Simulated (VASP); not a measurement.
An input for Ansatz (written as the equivalent of a VASP run, and not itself run):

Ansatz 0.2 input:
```yaml
crystal:
  lattice:
    - [3.4855992, 0.0000000, 0.0000000]
    - [-1.7427996, 3.0186175, 0.0000000]
    - [0.0000000, 0.0000000, 6.4234670]
  atoms:
    - { symbol: Ru, position: [0.3333330, 0.6666670, 0.0078885] }
    - { symbol: Ru, position: [0.6666670, 0.3333330, 0.5078885] }
    - { symbol: S, position: [0.3333330, 0.6666670, 0.3671115] }
    - { symbol: S, position: [0.6666670, 0.3333330, 0.8671115] }
kpoints:
  mp_grid: { grid: [9, 9, 5] }
hamiltonian:
  xc: pbesol
  pseudopotentials: { kind: paw }
scf:
  occupations: { method: methfessel_paxton, width: 0.1 }
  max_iter: 100
relax:
  max_steps: 60
  f_tol: 0.02
  cell: {}
output: { forces: true, stress: true, eigenvalues: true }
```

Q: Write the VASP files for the same calculation (PBEsol).

A: This is not unique; one that fits is 
KPOINTS:
```
Regular mesh
0
G
 9 9 5
```

**INCAR**
```
ALGO=Normal
EDIFF=1E-6
EDIFFG=-0.02
ENCUT=400
GGA=PS
IBRION=2
ISIF=3
ISMEAR=1
LASPH=.TRUE.
LCHARG=.FALSE.
LMAXMIX=4
LREAL=.FALSE.
LWAVE=.FALSE.
NELM=100
NSW=60
PREC=Accurate
SIGMA=0.1
SYSTEM=RuS
```

### POSCAR
```
RuS
1
    3.4855992225    -0.0000000000     0.0000000000
   -1.7427996112     3.0186175278    -0.0000000000
   -0.0000000000     0.0000000000     6.4234670061
Ru S
2 2
Direct
  0.3333330000   0.6666670000   0.0078884989
  0.6666670000   0.3333330000   0.5078884989
  0.3333330000   0.6666670000   0.3671115011
  0.6666670000   0.3333330000   0.8671115011
```

POTCAR, in this order: Ru_pv S (PBE.64 set). Program: vasp_std.

The two are equivalent in intent, not identical: each code has its own PAW files, so the cut-off isn't converted (ENCUT is set for VASP's; basis.ecutwfc is left out, and Ansatz then takes the one that its files recommend); Ansatz stops its SCF on the density residual and VASP on the energy change (EDIFF).

The structure was generated: RuS was put into the wurtzite type (P6_3mc), which need not be its known phase. This run relaxes it. Symmetry was kept, so distortions that lower it aren't found. The start is the result of an earlier pass.
